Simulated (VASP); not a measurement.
# BaHfO3 (Pm-3m) in VASP: Born charges and dielectric tensor with LDA

Aim: the Born charges and dielectric tensor of BaHfO3 with LDA.

All numbers are computed with VASP 6.6.1; they aren't measurements. Logs are shortened: lines on timing, memory, paths and dates and some standing lists are left out, and cuts for length are marked.

## (1) The structure

The structure is cubic, space group Pm-3m (No. 221). Conventional cell: a = 4.121 Å, b = 4.121 Å, c = 4.121 Å, α = 90.00°, β = 90.00°, γ = 90.00°. Ba (site symmetry m-3m) is surrounded by 12 O at 2.91 Å. Around Hf (site symmetry m-3m) lie 6 O at 2.06 Å. O (site symmetry 4/mmm) is surrounded by 2 Hf at 2.06 Å.

The cell comes from a database or a generator and needn't be the stable form of this composition.

## (2) Born charges and dielectric tensor, LDA

INCAR reads:

```
PREC     = Accurate       # precision mode
ENCUT    = 600            # plane-wave cutoff, eV
EDIFF    = 1E-8           # SCF threshold, eV
ISMEAR   = 0              # smearing method
SIGMA    = 0.02           # smearing width, eV
LREAL    = False          # projectors in reciprocal space
LASPH    = True           # aspherical terms in the spheres
NELM     = 100            # most SCF steps
ALGO     = Fast           # electronic algorithm
ISIF     = 2              # what is computed and relaxed
LWAVE    = False          # write WAVECAR
LCHARG   = False          # write CHGCAR
GGA      = CA             # functional
LEPSILON = True           # dielectric tensor by DFPT
IBRION   = 8              # ionic algorithm
NSW      = 1              # ionic steps
```

KPOINTS reads:

```
regular mesh
0
Gamma
  6 6 6
```

POSCAR reads:

```
BaHfO3
1.0
    4.1212200000      0.0000000000      0.0000000000
    0.0000000000      4.1212200000      0.0000000000
    0.0000000000      0.0000000000      4.1212200000
Ba Hf O
1 1 3
Direct
    0.5000000000      0.5000000000      0.5000000000
    0.0000000000      0.0000000000      0.0000000000
    0.0000000000      0.5000000000      0.0000000000
    0.5000000000      0.0000000000      0.0000000000
    0.0000000000      0.0000000000      0.5000000000
```

Potentials or basis: VASP PAW LDA potentials, release 64 (Ba_sv, Hf, O).

The run is started by

```sh
> cat potpaw_LDA.64/Ba_sv/POTCAR potpaw_LDA.64/Hf/POTCAR potpaw_LDA.64/O/POTCAR > POTCAR
> mpirun -np 1 vasp_std > vasp.out
```

OUTCAR:

```text
PREC = Accurate
   ENCUT = 600
   EDIFF = 1E-8
   ISMEAR = 0
   LREAL = False
   LASPH = True
   NELM = 100
   ISIF = 2
   GGA = CA
   LEPSILON = True
   IBRION = 8
   NSW = 1

 ion  position               nearest neighbor table
   1  0.500  0.500  0.500-   3 2.91   4 2.91   5 2.91   3 2.91   4 2.91   4 2.91   5 2.91   4 2.91
                             3 2.91   5 2.91   3 2.91   5 2.91   2 3.57   2 3.57   2 3.57   2 3.57
   2  0.000  0.000  0.000-   3 2.06   4 2.06   5 2.06   5 2.06   3 2.06   4 2.06   1 3.57   1 3.57
                             1 3.57   1 3.57   1 3.57   1 3.57   1 3.57   1 3.57
   3  0.000  0.500  0.000-   2 2.06   2 2.06   1 2.91   1 2.91   1 2.91   1 2.91
   4  0.500  0.000  0.000-   2 2.06   2 2.06   1 2.91   1 2.91   1 2.91   1 2.91
   5  0.000  0.000  0.500-   2 2.06   2 2.06   1 2.91   1 2.91   1 2.91   1 2.91

  LATTYP: Found a simple cubic cell.
 ALAT       =     4.1212200000

  Lattice vectors:

 A1 = (   4.1212200000,   0.0000000000,   0.0000000000)
 A2 = (   0.0000000000,   4.1212200000,   0.0000000000)
 A3 = (   0.0000000000,   0.0000000000,   4.1212200000)

Analysis of symmetry for initial positions (statically):
=====================================================================
 Subroutine PRICEL returns:
 Original cell was already a primitive cell.

 Routine SETGRP: Setting up the symmetry group for a
 simple cubic supercell.

 Subroutine GETGRP returns: Found 48 space group operations
 (whereof 48 operations were pure point group operations)
 out of a pool of 48 trial point group operations.

The static configuration has the point symmetry O_h .

Analysis of symmetry for dynamics (positions and initial velocities):
=====================================================================
 Subroutine PRICEL returns:
 Original cell was already a primitive cell.

 Routine SETGRP: Setting up the symmetry group for a
 simple cubic supercell.

 Subroutine GETGRP returns: Found 48 space group operations
 (whereof 48 operations were pure point group operations)
 out of a pool of 48 trial point group operations.

The dynamic configuration has the point symmetry O_h .

 Subroutine INISYM returns: Found 48 space group operations
 (whereof 48 operations are pure point group operations),
 and found     1 'primitive' translations

----------------------------------------------------------------------------------------

                                     Primitive cell

  volume of cell :      69.9967

  direct lattice vectors                    reciprocal lattice vectors
     4.121220000  0.000000000  0.000000000     0.242646595  0.000000000  0.000000000
     0.000000000  4.121220000  0.000000000     0.000000000  0.242646595  0.000000000
     0.000000000  0.000000000  4.121220000     0.000000000  0.000000000  0.242646595

  length of vectors
     4.121220000  4.121220000  4.121220000     0.242646595  0.242646595  0.242646595

  position of ions in fractional coordinates (direct lattice)
     0.500000000  0.500000000  0.500000000
     0.000000000  0.000000000  0.000000000
     0.000000000  0.500000000  0.000000000
[... 678 lines left out ...]
    -0.00935  0.00000  0.00000
     0.00000  0.03680 -0.00000
     0.00000  0.00000 -0.00935

 MACROSCOPIC STATIC DIELECTRIC TENSOR (including local field effects in DFT)
 ------------------------------------------------------
           4.664537    -0.000000     0.000000
          -0.000000     4.664537    -0.000000
          -0.000000    -0.000000     4.664537
 ------------------------------------------------------

 PIEZOELECTRIC TENSOR (including local field effects)  for field in x, y, z        (e  Angst)
          XX          YY          ZZ          XY          YZ          ZX
  --------------------------------------------------------------------------------
  x     0.00000     0.00000     0.00000     0.00000     0.00000     0.00000
  y     0.00000     0.00000     0.00000     0.00000     0.00000     0.00000
  z     0.00000     0.00000     0.00000     0.00000     0.00000     0.00000

 PIEZOELECTRIC TENSOR (including local field effects)  for field in x, y, z        (C/m^2)
          XX          YY          ZZ          XY          YZ          ZX
  --------------------------------------------------------------------------------
  x     0.00000     0.00000     0.00000     0.00000     0.00000     0.00000
  y     0.00000     0.00000     0.00000     0.00000     0.00000     0.00000
  z     0.00000     0.00000     0.00000     0.00000     0.00000     0.00000

 BORN EFFECTIVE CHARGES (including local field effects) (in |e|, cummulative output)
 ---------------------------------------------------------------------------------
 ion    1
    1     2.72402     0.00000    -0.00000
    2    -0.00000     2.72402    -0.00000
    3     0.00000     0.00000     2.72402
 ion    2
    1     5.92785    -0.00000    -0.00000
    2    -0.00000     5.92785    -0.00000
    3     0.00000     0.00000     5.92785
 ion    3
    1    -2.04658    -0.00000    -0.00000
    2    -0.00000    -4.55870    -0.00000
    3     0.00000     0.00000    -2.04658
 ion    4
    1    -4.55870    -0.00000     0.00000
    2     0.00000    -2.04658     0.00000
    3     0.00000     0.00000    -2.04658
 ion    5
    1    -2.04658     0.00000    -0.00000
    2     0.00000    -2.04658     0.00000
    3    -0.00000    -0.00000    -4.55870

 INTERNAL STRAIN TENSOR FOR ION    5 for displacements in x,y,z  (eV/Angst):
          X           Y           Z          XY          YZ          ZX
  --------------------------------------------------------------------------------
  x     0.00000     0.00000     0.00000     0.00000     0.00000     0.00000
  y     0.00000     0.00000     0.00000     0.00000     0.00000     0.00000
  z     0.00000     0.00000     0.00000     0.00000     0.00000     0.00000

 SECOND DERIVATIVES (NOT SYMMETRIZED)
 ------------------------------------
               1X          1Y          1Z          2X          2Y          2Z          3X          3Y          3Z          4X          4Y          4Z          5X          5Y          5Z
  1X    -4.504303    0.000000    0.000000    3.806706    0.000000    0.000000   -0.269788   -0.000000    0.000000    1.237174    0.000000   -0.000000   -0.269788    0.000000    0.000000
  1Y    -0.000000   -4.504303    0.000000    0.000000    3.806706    0.000000    0.000000    1.237174   -0.000000   -0.000000   -0.269788   -0.000000    0.000000   -0.269788    0.000000
  1Z     0.000000   -0.000000   -4.504303   -0.000000   -0.000000    3.806706    0.000000   -0.000000   -0.269788   -0.000000    0.000000   -0.269788    0.000000    0.000000    1.237174
  2X     3.800960   -0.000000    0.000000  -11.647774    0.000000    0.000000    0.350245   -0.000000    0.000000    7.146323    0.000000    0.000000    0.350245   -0.000000    0.000000
  2Y    -0.000000    3.800960    0.000000    0.000000  -11.647774    0.000000    0.000000    7.146323   -0.000000   -0.000000    0.350245    0.000000   -0.000000    0.350245    0.000000
  2Z    -0.000000   -0.000000    3.800960   -0.000000   -0.000000  -11.647774    0.000000    0.000000    0.350245    0.000000    0.000000    0.350245   -0.000000   -0.000000    7.146323
  3X    -0.273363    0.000000    0.000000    0.338247    0.000000    0.000000   -3.081969    0.000000    0.000000    3.597265    0.000000    0.000000   -0.580180    0.000000    0.000000
  3Y    -0.000000    1.225455   -0.000000   -0.000000    7.135969    0.000000    0.000000  -15.551988   -0.000000   -0.000000    3.595282    0.000000   -0.000000    3.595282    0.000000
  3Z     0.000000    0.000000   -0.273363    0.000000    0.000000    0.338247    0.000000    0.000000   -3.081969    0.000000    0.000000   -0.580180    0.000000    0.000000    3.597265
  4X     1.225455   -0.000000   -0.000000    7.135969   -0.000000    0.000000    3.595282   -0.000000    0.000000  -15.551988    0.000000   -0.000000    3.595282   -0.000000    0.000000
  4Y     0.000000   -0.273363    0.000000    0.000000    0.338247    0.000000    0.000000    3.597265    0.000000    0.000000   -3.081969    0.000000    0.000000   -0.580180    0.000000
  4Z     0.000000    0.000000   -0.273363    0.000000    0.000000    0.338247    0.000000    0.000000   -0.580180    0.000000    0.000000   -3.081969    0.000000    0.000000    3.597265
  5X    -0.273363    0.000000    0.000000    0.338247    0.000000    0.000000   -0.580180    0.000000    0.000000    3.597265    0.000000    0.000000   -3.081969    0.000000    0.000000
  5Y     0.000000   -0.273363    0.000000    0.000000    0.338247    0.000000    0.000000    3.597265    0.000000    0.000000   -0.580180    0.000000    0.000000   -3.081969    0.000000
  5Z     0.000000   -0.000000    1.225455    0.000000    0.000000    7.135969   -0.000000    0.000000    3.595282    0.000000   -0.000000    3.595282    0.000000   -0.000000  -15.551988

 Eigenvectors and eigenvalues of the dynamical matrix
 ----------------------------------------------------

   1 f  =   16.429052 THz   103.226781 2PiTHz  548.014203 cm-1    67.945071 meV
             X         Y         Z           dx          dy          dz
      2.060610  2.060610  2.060610    -0.000000   -0.000000   -0.022828
      0.000000  0.000000  0.000000    -0.000000   -0.000000   -0.116565
      0.000000  2.060610  0.000000    -0.000000    0.000000   -0.238982
      2.060610  0.000000  0.000000     0.000000   -0.000000   -0.238982
      0.000000  0.000000  2.060610    -0.000000   -0.000000    0.933631
[... 105 lines left out ...]
  15 f/i=    0.009537 THz     0.059925 2PiTHz    0.318131 cm-1     0.039443 meV
             X         Y         Z           dx          dy          dz
      2.060610  2.060610  2.060610     0.373592   -0.486045   -0.005962
      0.000000  0.000000  0.000000     0.427004   -0.555533   -0.006814
      0.000000  2.060610  0.000000     0.128470   -0.166809   -0.002050
      2.060610  0.000000  0.000000     0.128215   -0.167140   -0.002050
      0.000000  0.000000  2.060610     0.128470   -0.167140   -0.002046

--------------------------------------------------------------------------------------------------------

 MACROSCOPIC STATIC DIELECTRIC TENSOR IONIC CONTRIBUTION
 ------------------------------------------------------
          31.340635    -0.000000    -0.000000
          -0.000000    31.340635    -0.000000
          -0.000000    -0.000000    31.340635
 ------------------------------------------------------

 ELASTIC MODULI CONTR FROM IONIC RELAXATION (kBar)
 Direction    XX          YY          ZZ          XY          YZ          ZX
 --------------------------------------------------------------------------------
 XX           0.0000      0.0000      0.0000      0.0000      0.0000      0.0000
 YY           0.0000      0.0000      0.0000      0.0000      0.0000      0.0000
 ZZ           0.0000      0.0000      0.0000      0.0000      0.0000      0.0000
 XY           0.0000      0.0000      0.0000      0.0000      0.0000      0.0000
 YZ           0.0000      0.0000      0.0000      0.0000      0.0000      0.0000
 ZX           0.0000      0.0000      0.0000      0.0000      0.0000      0.0000
 --------------------------------------------------------------------------------

 PIEZOELECTRIC TENSOR IONIC CONTR  for field in x, y, z        (C/m^2)
          XX          YY          ZZ          XY          YZ          ZX
  --------------------------------------------------------------------------------
  x     0.00000     0.00000     0.00000     0.00000     0.00000     0.00000
  y     0.00000     0.00000     0.00000     0.00000     0.00000     0.00000
  z     0.00000     0.00000     0.00000     0.00000     0.00000     0.00000
```

It took 11 min on 1 thread of Intel Xeon Platinum 8488C (Sapphire Rapids), shared host; peak memory 0.53 GiB.

Results:

| Quantity | Value |
| --- | --- |
| Band gap on the k mesh | 3.47 eV, indirect (least direct gap 3.65 eV) |
| Electronic dielectric tensor (diagonal) | 4.66 |
| Born charges (mean of the diagonal) | Ba +2.72; Hf +5.93; O -2.88 e |
| Highest phonon frequency at Γ, LO-TO splitting left out | 548 cm⁻¹ |

Phonon frequencies in cm⁻¹ (negative: imaginary):
| q point | frequencies |
| --- | --- |
| (0.000, 0.000, 0.000) | 0 0 0 116 116 116 199 199 199 206 206 206 548 548 548 |

Electronic dielectric tensor:
```
4.66 0.00 0.00
0.00 4.66 0.00
0.00 0.00 4.66
```

Born effective charge tensors (e):
atom 1, Ba
```
2.72 0.00 0.00
0.00 2.72 0.00
0.00 0.00 2.72
```
atom 2, Hf
```
5.93 0.00 0.00
0.00 5.93 0.00
0.00 0.00 5.93
```
atom 3, O
```
-2.05  0.00  0.00
 0.00 -4.56  0.00
 0.00  0.00 -2.05
```
atom 4, O
```
-4.56  0.00  0.00
 0.00 -2.05  0.00
 0.00  0.00 -2.05
```
atom 5, O
```
-2.05  0.00  0.00
 0.00 -2.05  0.00
 0.00  0.00 -4.56
```

Caveat: spin-orbit coupling is left out, which moves the levels of the heavy elements. A k mesh can miss the band edges.
